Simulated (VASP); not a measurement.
# Zr2Ge (P6/mmm) in VASP: reference runs

How does Zr2Ge come out in PBE? The cell is run as given.

Everything below comes from runs of VASP 6.6.1. Logs are shortened: lines on timing, memory, paths and dates and some standing lists are left out, and cuts for length are marked.

## Step 1: Starting point

The structure is hexagonal, space group P6/mmm (No. 191). The conventional cell has a = 4.649 Å, b = 4.649 Å, c = 4.945 Å, α = 90.00°, β = 90.00°, γ = 120.00°. Zr (site symmetry -6m2) is surrounded by 3 Zr at 2.68 Å. Ge (site symmetry 6/mmm) has 12 Zr at 3.65 Å as nearest neighbours.

The cell was built by a generator and needn't be a form met in nature.

## Step 2: Single point, PBE

File INCAR:

```
SYSTEM = Zr2Ge
ALGO     = Normal         ! electronic algorithm
EDIFF    = 1E-7           ! SCF threshold, eV
ENCUT    = 520            ! plane-wave cutoff, eV
GGA      = PE             ! functional
ISIF     = 2              ! what is computed and relaxed
ISMEAR   = -1             ! smearing method
LASPH    = .TRUE.         ! aspherical terms in the spheres
LCHARG   = .FALSE.        ! write CHGCAR
LREAL    = .FALSE.        ! projectors in reciprocal space
LWAVE    = .FALSE.        ! write WAVECAR
NBANDS   = 26             ! bands
NELM     = 60             ! most SCF steps
PREC     = Accurate       ! precision mode
SIGMA    = 0.05           ! smearing width, eV
```

File KPOINTS:

```
k-points
0
G
  7 7 6
  0 0 0
```

File POSCAR:

```
Zr2Ge
1.0
    4.6494035200      0.0000000000      0.0000000000
   -2.3247017600      4.0265015600      0.0000000000
    0.0000000000      0.0000000000      4.9450758200
Zr Ge
2 1
Direct
    0.3333333300      0.6666666700      0.0000000000
    0.6666666700      0.3333333300      0.0000000000
    0.0000000000      0.0000000000      0.5000000000
```

Potentials or basis: VASP PAW PBE potentials, release 64 (Zr_sv, Ge_d).

Command:

```bash
$ cat potpaw_PBE.64/Zr_sv/POTCAR potpaw_PBE.64/Ge_d/POTCAR > POTCAR
$ mpirun -np 1 vasp_std > vasp.out
```

OUTCAR:

```text
SYSTEM = Zr2Ge
   EDIFF = 1E-7
   ENCUT = 520
   GGA = PE
   ISIF = 2
   ISMEAR = -1
   LASPH = .TRUE.
   LREAL = .FALSE.
   NELM = 60
   PREC = Accurate

 ion  position               nearest neighbor table
   1  0.333  0.667  0.000-   2 2.68   2 2.68   2 2.68
   2  0.667  0.333  0.000-   1 2.68   1 2.68   1 2.68
   3  0.000  0.000  0.500-

  LATTYP: Found a hexagonal cell.
 ALAT       =     4.6494035200
 C/A-ratio  =     1.0635935983

  Lattice vectors:

 A1 = (   4.6494035200,   0.0000000000,   0.0000000000)
 A2 = (  -2.3247017600,   4.0265015600,   0.0000000000)
 A3 = (   0.0000000000,   0.0000000000,   4.9450758200)

Analysis of symmetry for initial positions (statically):
=====================================================================
 Subroutine PRICEL returns:
 Original cell was already a primitive cell.

 Routine SETGRP: Setting up the symmetry group for a
 hexagonal supercell.

 Subroutine GETGRP returns: Found 24 space group operations
 (whereof 24 operations were pure point group operations)
 out of a pool of 24 trial point group operations.

The static configuration has the point symmetry D_6h.

Analysis of symmetry for dynamics (positions and initial velocities):
=====================================================================
 Subroutine PRICEL returns:
 Original cell was already a primitive cell.

 Routine SETGRP: Setting up the symmetry group for a
 hexagonal supercell.

 Subroutine GETGRP returns: Found 24 space group operations
 (whereof 24 operations were pure point group operations)
 out of a pool of 24 trial point group operations.

The dynamic configuration has the point symmetry D_6h.

 Subroutine INISYM returns: Found 24 space group operations
 (whereof 24 operations are pure point group operations),
 and found     1 'primitive' translations

----------------------------------------------------------------------------------------

                                     Primitive cell

  volume of cell :      92.5759

  direct lattice vectors                    reciprocal lattice vectors
     4.649403520  0.000000000  0.000000000     0.215081353  0.124177277  0.000000000
    -2.324701760  4.026501560  0.000000000     0.000000000  0.248354554  0.000000000
     0.000000000  0.000000000  4.945075820     0.000000000  0.000000000  0.202221369

  length of vectors
     4.649403520  4.649403519  4.945075820     0.248354554  0.248354554  0.202221369

  position of ions in fractional coordinates (direct lattice)
     0.333333330  0.666666670  0.000000000
     0.666666670  0.333333330  0.000000000
     0.000000000  0.000000000  0.500000000

  ion indices of the primitive-cell ions
   primitive index   ion index
                 1           1
                 2           2
                 3           3

----------------------------------------------------------------------------------------

 KPOINTS: k-points

Automatic generation of k-mesh.
 Grid dimensions read from file:
 generate k-points for:    7    7    6

 Generating k-lattice:

  Cartesian coordinates                     Fractional coordinates (reciprocal lattice)
     0.030725908  0.017739611  0.000000000     0.142857143  0.000000000  0.000000000
     0.000000000  0.035479222  0.000000000     0.000000000  0.142857143  0.000000000
     0.000000000  0.000000000  0.033703561     0.000000000  0.000000000  0.166666667

  Length of vectors
     0.035479222  0.035479222  0.033703561

  Shift w.r.t. Gamma in fractional coordinates (k-lattice)
     0.000000000  0.000000000  0.000000000

 Subroutine IBZKPT returns following result:
 ===========================================

 Found     32 irreducible k-points:

 Following reciprocal coordinates:
            Coordinates               Weight
  0.000000  0.000000  0.000000      1.000000
  0.142857  0.000000  0.000000      6.000000
  0.285714 -0.000000  0.000000      6.000000
  0.428571  0.000000  0.000000      6.000000
  0.142857  0.142857  0.000000      6.000000
  0.285714  0.142857  0.000000     12.000000
[... 16 lines left out ...]
  0.428571  0.142857  0.333333     12.000000
  0.285714  0.285714  0.333333     12.000000
 [... further k-points ...]
   k-points           NKPTS =     32   k-points in BZ     NKDIM =     32   number of bands    NBANDS=     26
   number of dos      NEDOS =    301   number of ions     NIONS =      3
   total plane-waves  NPLWV =  51840
   dimension x,y,z NGX =    36 NGY =   36 NGZ =   40
   dimension x,y,z NGXF=    72 NGYF=   72 NGZF=   80
   ions per type =               2   1
   NGX,Y,Z   is equivalent  to a cutoff of  12.87, 12.87, 13.45 a.u.
   NGXF,Y,Z  is equivalent  to a cutoff of  25.74, 25.74, 26.89 a.u.
 SYSTEM =  Zr2Ge
   PREC   = accura    normal or accurate (medium, high low for compatibility)
   ISTART =      0    job   : 0-new  1-cont  2-samecut
   ICHARG =      2    charge: 1-file 2-atom 10-const
   ISPIN  =      1    spin polarized calculation?
   LNONCOLLINEAR =      F non collinear calculations
   LSORBIT =      F    spin-orbit coupling
   LASPH  =      T    aspherical Exc in radial PAW
   ENCUT  =  520.0 eV  38.22 Ry    6.18 a.u.   8.64  8.64  9.19*2*pi/ulx,y,z
   NELM   =     60;   NELMIN=  2; NELMDL= -5     # of ELM steps
   EDIFF  = 0.1E-06   stopping-criterion for ELM
   LREAL  =      F    real-space projection
   EDIFFG = 0.1E-05   stopping-criterion for IOM
   NSW    =      0    number of steps for IOM
   IBRION =     -1    ionic relax: 0-MD 1-quasi-New 2-CG
   NFREE  =      0    steps in history (QN), initial steepest desc. (CG)
   ISIF   =      2    stress and relaxation
   ISYM   =      2    0-nonsym 1-usesym 2-fastsym
   POTIM  = 0.5000    time-step for ionic-motion
   TEBEG  =    0.0;   TEEND  =   0.0 temperature during run
   PSTRESS=    0.0 pullay stress
   NELECT =      38.0000    total number of electrons
   NUPDOWN=      -1.0000    fix difference up-down
   EMIN   =  10.00;   EMAX   =-10.00  energy-range for DOS
   EFERMI =   0.00;   METHOD = LEGACY
   ISMEAR =    -1;   SIGMA  =   0.05  broadening in eV -4-tet -1-fermi 0-gaus
   EFERMI_NEDOS =   21; number of points for ismear=-14 and -15
   IALGO  =     38    algorithm
   IMIX   =      4    mixing-type and parameters
     AMIX     =   0.40;   BMIX     =  1.00
     AMIX_MAG =   1.60;   BMIX_MAG =  1.00
  volume/ion in A,a.u.               =      30.86       208.24
  Fermi-wavevector in a.u.,A,eV,Ry     =   1.216662  2.299158 20.140253  1.480267
  Thomas-Fermi vector in A             =   2.352009
   LORBIT       =      0    0 simple, 1 ext, 2 COOP (PROOUT), +10 PAW based schemes
   GGA     = PE    functional components
   LHFCALC =     F    Hartree Fock is set to
   AEXX    =    0.0000 exact exchange contribution
   IVDW    =     0    specifies the selected vdW correction
   LEPSILON=     F    determine dielectric tensor
   LRPA    =     F    only Hartree local field effects (RPA)
 non-spin polarized calculation
  energy-cutoff  :      520.00
  volume of cell :       92.58
 maximum number of plane-waves:      2533
 NGX is ok and might be reduce to    36
   NGX = 17   NGY = 17   NGZ = 19

 number of electron      37.9999985 magnetization

 Free energy of the ion-electron system (eV)
  ---------------------------------------------------
  ext. energy  EPLUGINS =         0.00000000
  ---------------------------------------------------
  free energy    TOTEN  =       -17.28946119 eV

  energy without entropy =      -17.22724966  energy(sigma->0) =      -17.25835543

 E-fermi :   4.6701     XC(G=0):  -9.3729

 val. band max:        4.6676923497   @ k =   0.2857   0.1429   0.0000
 cond. band min:       4.6924561549   @ k =   0.4286   0.0000   0.0000
 fundamental gap:      0.0247638052
 Fermi energy:         4.6701478732

 k-point     1 :       0.0000    0.0000    0.0000
  band No.  band energies     occupation
      1     -44.2754      2.00000
      2     -43.8002      2.00000
      3     -22.8022      2.00000
      4     -22.8022      2.00000
      5     -22.4301      2.00000
      6     -22.0149      2.00000
[... 18 lines left out ...]
     25       7.6517      0.00000
     26       7.6554      0.00000

 k-point     2 :       0.1429    0.0000    0.0000
  band No.  band energies     occupation
      1     -44.2554      2.00000
      2     -43.8219      2.00000
      3     -22.8269      2.00000
      4     -22.7531      2.00000
      5     -22.4124      2.00000
      6     -22.0335      2.00000
[... 18 lines left out ...]
     25       7.8828      0.00000
     26       7.9580      0.00000

 k-point     3 :       0.2857   -0.0000    0.0000
  band No.  band energies     occupation
      1     -44.2010      2.00000
      2     -43.8800      2.00000
      3     -22.8790      2.00000
      4     -22.6267      2.00000
      5     -22.3642      2.00000
      6     -22.0836      2.00000
[... 18 lines left out ...]
     25       8.4120      0.00000
     26       8.5192      0.00000

 k-point     4 :       0.4286    0.0000    0.0000
  band No.  band energies     occupation
      1     -44.1355      2.00000
      2     -43.9485      2.00000
      3     -22.9178      2.00000
      4     -22.4976      2.00000
      5     -22.3065      2.00000
      6     -22.1429      2.00000
[... 18 lines left out ...]
     25       8.2962      0.00000
     26       8.8580      0.00000

 k-point     5 :       0.1429    0.1429    0.0000
  band No.  band energies     occupation
      1     -44.2179      2.00000
      2     -43.8621      2.00000
      3     -22.8725      2.00000
      4     -22.6540      2.00000
      5     -22.3791      2.00000
      6     -22.0681      2.00000
[... 18 lines left out ...]
     25       8.0386      0.00000
     26       8.3128      0.00000

 k-point     6 :       0.2857    0.1429    0.0000
  band No.  band energies     occupation
      1     -44.1536      2.00000
      2     -43.9297      2.00000
      3     -22.9291      2.00000
      4     -22.4889      2.00000
      5     -22.3224      2.00000
      6     -22.1266      2.00000
[... 427 lines left out ...]
 k-point    21 :       0.1429    0.1429    0.3333
  band No.  band energies     occupation
      1     -44.2178      2.00000
      2     -43.8620      2.00000
      3     -22.8722      2.00000
      4     -22.6538      2.00000
      5     -22.3826      2.00000
      6     -22.0701      2.00000
[... 18 lines left out ...]
     25       7.3733      0.00000
     26       7.5289      0.00000

 k-point    22 :       0.2857    0.1429    0.3333
  band No.  band energies     occupation
      1     -44.1536      2.00000
      2     -43.9297      2.00000
      3     -22.9287      2.00000
      4     -22.4887      2.00000
      5     -22.3254      2.00000
      6     -22.1289      2.00000
[... 18 lines left out ...]
     25       7.8496      0.00000
     26       8.3469      0.00000

 k-point    23 :       0.4286    0.1429    0.3333
  band No.  band energies     occupation
      1     -44.1058      2.00000
      2     -43.9789      2.00000
      3     -22.9526      2.00000
      4     -22.3849      2.00000
      5     -22.2832      2.00000
      6     -22.1719      2.00000
[... 18 lines left out ...]
     25       8.1658      0.00000
     26       8.6165      0.00000

 k-point    24 :       0.2857    0.2857    0.3333
  band No.  band energies     occupation
      1     -44.0865      2.00000
      2     -43.9986      2.00000
      3     -22.9784      2.00000
      4     -22.2661      2.00000
      5     -22.2631      2.00000
      6     -22.1891      2.00000
[... 18 lines left out ...]
     25       7.8874      0.00000
     26       8.4188      0.00000

 [... further k-points ...]

------------------------ aborting loop because EDIFF is reached ----------------------------------------

  FORCE on cell =-STRESS in cart. coord.  units (eV):
  Direction    XX          YY          ZZ          XY          YZ          ZX
  --------------------------------------------------------------------------------------
  -------------------------------------------------------------------------------------
  Total       -0.7412244     -0.7412244    -10.8972095      0.0000000      0.0000000     -0.0000000
  in kB      -12.8280975    -12.8280975   -188.5939754      0.0000000      0.0000000     -0.0000000
  external PRESSURE =     -71.4167235 kB  Pullay stress =       0.0000000 kB

 VOLUME and BASIS-vectors are now :
 -----------------------------------------------------------------------------
  energy-cutoff  :      520.00
  volume of cell :       92.58
      direct lattice vectors                 reciprocal lattice vectors
     4.649403520  0.000000000  0.000000000     0.215081353  0.124177277  0.000000000
    -2.324701760  4.026501560  0.000000000     0.000000000  0.248354554  0.000000000
     0.000000000  0.000000000  4.945075820     0.000000000  0.000000000  0.202221369

 POSITION                                       TOTAL-FORCE (eV/Angst)
 -----------------------------------------------------------------------------------
     -0.00000      2.68433      0.00000         0.000000     -0.000000      0.000000
      2.32470      1.34217      0.00000        -0.000000      0.000000      0.000000
      0.00000      0.00000      2.47254        -0.000000      0.000000      0.000000
 -----------------------------------------------------------------------------------
    total drift:                                0.000000     -0.000000     -0.000000

  FREE ENERGIE OF THE ION-ELECTRON SYSTEM (eV)
  ---------------------------------------------------
  free  energy   TOTEN  =       -17.2894611890 eV

  energy  without entropy=      -17.2272496617  energy(sigma->0) =      -17.25835543
```

Wall time 33 s (1 thread of Intel Xeon 6975P-C (Granite Rapids), shared host); peak memory 0.26 GiB.

Results:

| Property | Result |
| --- | --- |
| Free energy | -17.2895 eV |
| Pressure | -7.1 GPa |
| Band gap on the k mesh | none (metal or under the smearing width) |

Stress tensor (GPa, compression positive):
```
 -1.28   0.00   0.00
  0.00  -1.28   0.00
  0.00   0.00 -18.86
```

Levels at points of the mesh, in eV from the Fermi level:
| k point | band 17 | band 18 | band 19 | band 20 | band 21 | band 22 |
| --- | --- | --- | --- | --- | --- | --- |
| (0.00, 0.00, 0.00) | -0.23 | -0.23 | 0.12 | 0.12 | 0.51 | 1.48 |
| (0.00, 0.00, 0.50) | -0.21 | 0.28 | 0.59 | 0.59 | 0.68 | 0.68 |
